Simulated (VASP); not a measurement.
Output of a VASP run:

File OSZICAR:
```
       N       E                     dE             d eps       ncg     rms          rms(c)
DAV:   1     0.627524769635E+02    0.62752E+02   -0.66704E+03   416   0.691E+02
DAV:   2    -0.262178331562E+01   -0.65374E+02   -0.63298E+02   452   0.208E+02
DAV:   3    -0.115406451383E+02   -0.89189E+01   -0.88450E+01   560   0.634E+01
DAV:   4    -0.122298434883E+02   -0.68920E+00   -0.66568E+00   412   0.163E+01
DAV:   5    -0.122857175044E+02   -0.55874E-01   -0.55674E-01   472   0.385E+00    0.883E+00
DAV:   6    -0.107386879828E+02    0.15470E+01   -0.21552E+01   444   0.388E+01    0.705E+00
DAV:   7    -0.101663827530E+02    0.57231E+00   -0.67315E+00   448   0.236E+01    0.301E+00
DAV:   8    -0.100954180510E+02    0.70965E-01   -0.92147E-01   400   0.785E+00    0.109E+00
DAV:   9    -0.100735664941E+02    0.21852E-01   -0.88452E-02   440   0.301E+00    0.433E-01
DAV:  10    -0.100733789441E+02    0.18755E-03   -0.20151E-02   464   0.993E-01    0.181E-01
DAV:  11    -0.100731891697E+02    0.18977E-03   -0.24061E-03   464   0.539E-01    0.976E-02
DAV:  12    -0.100717982061E+02    0.13910E-02   -0.11659E-03   400   0.161E-01    0.382E-02
DAV:  13    -0.100720090733E+02   -0.21087E-03   -0.90769E-04   468   0.206E-01    0.691E-02
DAV:  14    -0.100722441052E+02   -0.23503E-03   -0.88981E-04   468   0.257E-01    0.303E-02
DAV:  15    -0.100725599743E+02   -0.31587E-03   -0.46131E-05   408   0.533E-02    0.205E-02
DAV:  16    -0.100728382704E+02   -0.27830E-03   -0.11263E-04   480   0.888E-02    0.149E-02
DAV:  17    -0.100729580393E+02   -0.11977E-03   -0.39999E-05   424   0.519E-02    0.605E-03
DAV:  18    -0.100729878214E+02   -0.29782E-04   -0.34767E-06   412   0.166E-02    0.186E-03
DAV:  19    -0.100730188397E+02   -0.31018E-04   -0.32280E-06   352   0.121E-02    0.234E-03
DAV:  20    -0.100730217125E+02   -0.28727E-05   -0.53470E-07   256   0.745E-03    0.106E-03
DAV:  21    -0.100730219551E+02   -0.24265E-06   -0.17009E-07   216   0.221E-03
   1 F= -.10073022E+02 E0= -.99642234E+01  d E =-.217597E+00
```

### OUTCAR
```
------------------------ aborting loop because EDIFF is reached ----------------------------------------
  FORCE on cell =-STRESS in cart. coord.  units (eV):
  Direction    XX          YY          ZZ          XY          YZ          ZX
  --------------------------------------------------------------------------------------
  Total        2.7303448      3.0579079     -0.0801795      0.5101150     -0.0018236      0.0062833
  in kB       18.0620264     20.2289522     -0.5304105      3.3745592     -0.0120634      0.0415660
  external PRESSURE =      12.5868560 kB  Pullay stress =       0.0000000 kB
  volume of cell :      242.19
      direct lattice vectors                 reciprocal lattice vectors
     4.469423000  0.000000000  0.000000000     0.223742528  0.129177775  0.000000000
    -2.234711000  3.870634000  0.000000000     0.000000000  0.258355608  0.000000000
     0.000000000  0.000000000 14.000000000     0.000000000  0.000000000  0.071428571
 POSITION                                       TOTAL-FORCE (eV/Angst)
 -----------------------------------------------------------------------------------
      2.25158      1.28465      6.99188        -0.383841      0.116302     -0.013392
     -0.01687      2.58599      7.00812         0.383841     -0.116302      0.013392
 -----------------------------------------------------------------------------------
    total drift:                                0.000265     -0.000092     -0.000966
  FREE ENERGIE OF THE ION-ELECTRON SYSTEM (eV)
  ---------------------------------------------------
  free  energy   TOTEN  =       -10.0730219551 eV

  energy  without entropy=       -9.8554249242  energy(sigma->0) =       -9.96422344
```
(Selected blocks of OUTCAR.)

File POSCAR:
```
TiSb
1
    4.4694230000     0.0000000000     0.0000000000
   -2.2347110000     3.8706340000     0.0000000000
    0.0000000000     0.0000000000    14.0000000000
Ti Sb
1 1
Direct
  0.6697220000   0.3318960000   0.4994200000
  0.3302780000   0.6681040000   0.5005800000
```

Task: Reconstruct the remaining input files.

Result: This is not unique; one that fits is the input of the run itself, PBE GGA, plane waves, VASP's PBE PAW potentials (set 64).

### KPOINTS
```
Automatic
0
G
 5 5 1
```

INCAR:
```
! general
SYSTEM  = TiSb
PREC    = Accurate
ENCUT   = 300
LREAL   = .FALSE.
LASPH   = .TRUE.

! electronic loop
EDIFF   = 1E-6
NELM    = 100
ALGO    = Normal
LMAXMIX = 4

! smearing
ISMEAR  = 0
SIGMA   = 0.272

! functional
GGA     = PE

! ions
ISIF    = 2

! output
LWAVE   = .FALSE.
LCHARG  = .FALSE.
```

POTCAR, in this order: Ti_sv Sb (PBE.64 set). Program: vasp_std.

At this cut-off the stress carries a Pulay error, which pulls relaxed volumes low. The cell holds a wide vacuum, so values per volume refer to the whole cell.

The cell is a sheet with vacuum, built from a generated structure.
